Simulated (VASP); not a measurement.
A run of VASP 6.6.1 is set up as follows.

File INCAR:

```
SYSTEM = NaMg6Ti
PREC     = Accurate       ! precision mode
ENCUT    = 520            ! plane-wave cutoff, eV
EDIFF    = 1E-7           ! SCF threshold, eV
ISMEAR   = -1             ! smearing method
SIGMA    = 0.05           ! smearing width, eV
LREAL    = .FALSE.        ! projectors in reciprocal space
LASPH    = .TRUE.         ! aspherical terms in the spheres
NELM     = 80             ! most SCF steps
ALGO     = Normal         ! electronic algorithm
ISIF     = 2              ! what is computed and relaxed
LWAVE    = .FALSE.        ! write WAVECAR
LCHARG   = .FALSE.        ! write CHGCAR
GGA      = PE             ! functional
NBANDS   = 26             ! bands
```

File KPOINTS:

```
regular mesh
0
G
  5 5 5
  0 0 0
```

File POSCAR:

```
NaMg6Ti
1.0
    5.1568040000      0.0000000000      0.0000000000
    0.0000000000      3.1992795000      5.5539075000
    0.0000000000     -3.1992795000      5.5539075000
Ti Mg Na
1 6 1
Direct
    0.0000000000      0.8409330000      0.8409330000
    0.5000000000      0.1671120000      0.1671120000
    0.5000000000      0.1525960000      0.6733220000
    0.5000000000      0.6733220000      0.1525960000
    0.0000000000      0.3351720000      0.3351720000
    0.0000000000      0.3321360000      0.8324760000
    0.0000000000      0.8324760000      0.3321360000
    0.5000000000      0.6662520000      0.6662520000
```

Potentials or basis: VASP PAW PBE potentials, release 64 (Ti_sv, Mg, Na_pv).

Run with:

```console
$ cat potpaw_PBE.64/Ti_sv/POTCAR potpaw_PBE.64/Mg/POTCAR potpaw_PBE.64/Na_pv/POTCAR > POTCAR
$ mpirun -np 1 vasp_std > vasp.out
```

**Question.** Predict the pressure.

**Answer.** -0.3 GPa.

**Question.** Predict the largest force.

**Answer.** 0.127 eV/Å.

Forces in eV/Å, atoms in the order of the input:
```
Ti   0.000  0.000  0.127
Mg   0.000  0.000 -0.034
Mg   0.000 -0.021 -0.030
Mg   0.000  0.021 -0.030
Mg   0.000  0.000  0.069
Mg   0.000 -0.023 -0.015
Mg   0.000  0.023 -0.015
Na   0.000  0.000 -0.071
```
